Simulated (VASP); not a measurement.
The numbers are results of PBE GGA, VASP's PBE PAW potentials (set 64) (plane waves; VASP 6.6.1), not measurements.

VASP ran on this input.

### KPOINTS
```
Automatic mesh
0
Gamma
 8 8 8
0 0 0
```

**POSCAR**
```
KBr
1
   -0.0000000000     3.3526190957     3.3526190957
    3.3526190957    -0.0000000000     3.3526190957
    3.3526190957     3.3526190957    -0.0000000000
K Br
1 1
Direct
  0.0000000000   0.0000000000   0.0000000000
  0.5000000000   0.5000000000   0.5000000000
```

INCAR:
```
ALGO = Fast
EDIFF = 1E-5
EDIFFG = -0.03
ENCUT = 400
GGA = PE
IBRION = 2
ISIF = 2
ISMEAR = 0
LASPH = .True.
LCHARG = .False.
LMAXMIX = 4
LREAL = .False.
LWAVE = .False.
NELM = 100
NELMIN = 4
NSW = 20
PREC = Normal
SIGMA = 0.05
SYSTEM = KBr
```

POTCAR, in this order: K_sv Br (PBE.64 set). Program: vasp_std.

The run wrote:

File OSZICAR:
```
       N       E                     dE             d eps       ncg     rms          rms(c)
DAV:   1     0.862936002044E+02    0.86294E+02   -0.60443E+03   696   0.946E+02
DAV:   2    -0.125834687521E+01   -0.87552E+02   -0.83471E+02   892   0.239E+02
DAV:   3    -0.620498998649E+01   -0.49466E+01   -0.49255E+01   900   0.528E+01
DAV:   4    -0.640643099361E+01   -0.20144E+00   -0.20122E+00  1200   0.890E+00
DAV:   5    -0.640773576213E+01   -0.13048E-02   -0.13048E-02   916   0.812E-01    0.290E+00
RMM:   6    -0.622297748711E+01    0.18476E+00   -0.27190E-01   698   0.223E+00    0.196E+00
RMM:   7    -0.621490430968E+01    0.80732E-02   -0.26518E-01   712   0.220E+00    0.100E+00
RMM:   8    -0.622515116191E+01   -0.10247E-01   -0.26625E-02   738   0.105E+00    0.315E-01
RMM:   9    -0.622287483817E+01    0.22763E-02   -0.66082E-03   772   0.421E-01    0.119E-01
RMM:  10    -0.622303698790E+01   -0.16215E-03   -0.18494E-03   795   0.210E-01    0.584E-02
RMM:  11    -0.622323798767E+01   -0.20100E-03   -0.83648E-04   722   0.173E-01    0.412E-02
RMM:  12    -0.622324903448E+01   -0.11047E-04   -0.29257E-04   744   0.848E-02    0.338E-02
RMM:  13    -0.622324267287E+01    0.63616E-05   -0.10369E-04   686   0.509E-02    0.806E-03
RMM:  14    -0.622324569737E+01   -0.30245E-05   -0.47892E-05   617   0.337E-02
   1 F= -.62232457E+01 E0= -.62232457E+01  d E =-.622325E+01
```

File OUTCAR:
```
------------------------ aborting loop because EDIFF is reached ----------------------------------------
  FORCE on cell =-STRESS in cart. coord.  units (eV):
  Direction    XX          YY          ZZ          XY          YZ          ZX
  --------------------------------------------------------------------------------------
  Total        0.0113050      0.0113050      0.0113050     -0.0000000      0.0000000     -0.0000000
  in kB        0.2403252      0.2403252      0.2403252     -0.0000000      0.0000000     -0.0000000
  external PRESSURE =       0.2403252 kB  Pullay stress =       0.0000000 kB
  volume of cell :       75.37
      direct lattice vectors                 reciprocal lattice vectors
     0.000000000  3.352619096  3.352619096    -0.149137133  0.149137133  0.149137133
     3.352619096  0.000000000  3.352619096     0.149137133 -0.149137133  0.149137133
     3.352619096  3.352619096  0.000000000     0.149137133  0.149137133 -0.149137133
  FREE ENERGIE OF THE ION-ELECTRON SYSTEM (eV)
  ---------------------------------------------------
  free  energy   TOTEN  =        -6.2232456974 eV

  energy  without entropy=       -6.2232456974  energy(sigma->0) =       -6.22324570

 reached required accuracy - stopping structural energy minimisation
```
(Selected blocks of OUTCAR.)

The compound is KBr in the rock salt structure. It was relaxed first.
